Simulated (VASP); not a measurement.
Output of a VASP run:

### OSZICAR
```
       N       E                     dE             d eps       ncg     rms          rms(c)
DAV:   1     0.125099804394E+03    0.12510E+03   -0.92950E+03  2470   0.155E+03
DAV:   2    -0.182175141436E+02   -0.14332E+03   -0.13965E+03  2535   0.389E+02
DAV:   3    -0.278743660753E+02   -0.96569E+01   -0.94849E+01  3709   0.941E+01
DAV:   4    -0.282065621443E+02   -0.33220E+00   -0.33195E+00  3158   0.159E+01
DAV:   5    -0.282156921331E+02   -0.91300E-02   -0.91292E-02  3658   0.236E+00    0.151E+01
DAV:   6    -0.232570425630E+02    0.49586E+01   -0.27397E+01  3344   0.571E+01    0.367E+00
DAV:   7    -0.232698970454E+02   -0.12854E-01   -0.20078E+00  2863   0.164E+01    0.284E+00
DAV:   8    -0.232791031452E+02   -0.92061E-02   -0.22764E-01  3518   0.472E+00    0.890E-01
DAV:   9    -0.232669602856E+02    0.12143E-01   -0.11006E-01  3325   0.424E+00    0.303E-01
DAV:  10    -0.232658807646E+02    0.10795E-02   -0.63190E-03  3010   0.102E+00    0.642E-02
DAV:  11    -0.232659419341E+02   -0.61170E-04   -0.86329E-04  3664   0.359E-01    0.544E-02
DAV:  12    -0.232659124370E+02    0.29497E-04   -0.23880E-04  3352   0.203E-01    0.914E-03
DAV:  13    -0.232659099765E+02    0.24605E-05   -0.13082E-05  3159   0.451E-02    0.191E-03
DAV:  14    -0.232659102048E+02   -0.22826E-06   -0.33335E-07  2884   0.635E-03    0.802E-04
DAV:  15    -0.232659101532E+02    0.51633E-07   -0.40711E-08  1375   0.202E-03
   1 F= -.23265910E+02 E0= -.23265948E+02  d E =-.232659E+02
       N       E                     dE             d eps       ncg     rms          rms(c)
DAV:   1    -0.232696322458E+02   -0.37220E-02   -0.15187E-01  2650   0.630E+00    0.396E-01
DAV:   2    -0.232680153459E+02    0.16169E-02   -0.86643E-03  2490   0.948E-01    0.224E-01
DAV:   3    -0.232672377238E+02    0.77762E-03   -0.10512E-03  2955   0.430E-01    0.670E-02
DAV:   4    -0.232671575816E+02    0.80142E-04   -0.19289E-04  2986   0.175E-01    0.105E-02
DAV:   5    -0.232671532658E+02    0.43159E-05   -0.14199E-05  2658   0.457E-02    0.460E-03
DAV:   6    -0.232671528258E+02    0.43999E-06   -0.56075E-07  2757   0.899E-03    0.150E-03
DAV:   7    -0.232671528674E+02   -0.41682E-07   -0.24508E-08  1695   0.208E-03
   2 F= -.23267153E+02 E0= -.23267220E+02  d E =-.124271E-02
```

### OUTCAR
```
------------------------ aborting loop because EDIFF is reached ----------------------------------------
  FORCE on cell =-STRESS in cart. coord.  units (eV):
  Direction    XX          YY          ZZ          XY          YZ          ZX
  --------------------------------------------------------------------------------------
  Total       -2.1615353     -2.1615353     -2.1569444      0.0000000      0.0000000      0.0000000
  in kB     -124.8733682   -124.8733705   -124.6081502      0.0000000      0.0000000      0.0000000
  external PRESSURE =    -124.7849630 kB  Pullay stress =       0.0000000 kB
  volume of cell :       27.73
      direct lattice vectors                 reciprocal lattice vectors
     1.550067962 -2.684796490  0.000000000     0.322566502 -0.186233855  0.000000000
     1.550067962  2.684796490 -0.000000000     0.322566502  0.186233855  0.000000000
    -0.000000000  0.000000000  3.332045918    -0.000000000  0.000000000  0.300115912
 POSITION                                       TOTAL-FORCE (eV/Angst)
 -----------------------------------------------------------------------------------
      3.10014      0.00000      0.00000        -0.000000     -0.000000      0.000000
      1.55007      0.89493      1.66602        -0.000000      0.000000      0.000000
      1.55007     -0.89493      1.66602         0.000000     -0.000000     -0.000000
 -----------------------------------------------------------------------------------
    total drift:                               -0.000000     -0.000000     -0.000000
  FREE ENERGIE OF THE ION-ELECTRON SYSTEM (eV)
  ---------------------------------------------------
  free  energy   TOTEN  =       -23.2671528674 eV

  energy  without entropy=      -23.2673557219  energy(sigma->0) =      -23.26722049

 reached required accuracy - stopping structural energy minimisation
```
(Selected blocks of OUTCAR.)

POSCAR:
```
TiB2
1
    1.5540456000    -2.6916859641     0.0000000000
    1.5540456000     2.6916859641     0.0000000000
    0.0000000000     0.0000000000     3.3150107501
Ti B
1 2
Direct
  0.0000000000   0.0000000000   0.0000000000
  0.3333330000   0.6666670000   0.5000000000
  0.6666670000   0.3333330000   0.5000000000
```

Q: Write an INCAR and KPOINTS that could have produced this output.

A: Several could match; the one computed here: the input of the run itself, RPBE GGA, plane waves, VASP's PBE PAW potentials (set 64).

### INCAR
```
ALGO=Normal
EDIFF=1E-7
EDIFFG=-0.01
ENCUT=520
GGA=RP
IBRION=2
ISIF=4
ISMEAR=1
LASPH=.TRUE.
LCHARG=.FALSE.
LMAXMIX=4
LREAL=.FALSE.
LWAVE=.FALSE.
NELM=100
NSW=30
PREC=Accurate
SIGMA=0.1
SYSTEM=TiB2
```

### KPOINTS
```
Automatic mesh
0
Gamma
 12 12 9
0 0 0
```

POTCAR, in this order: Ti_sv B (PBE.64 set). Program: vasp_std.

The compound is TiB2 in the AlB2 type structure. This cell is one point of a volume scan, at 1.06 of the reference volume. Symmetry was kept, so distortions that lower it aren't found.
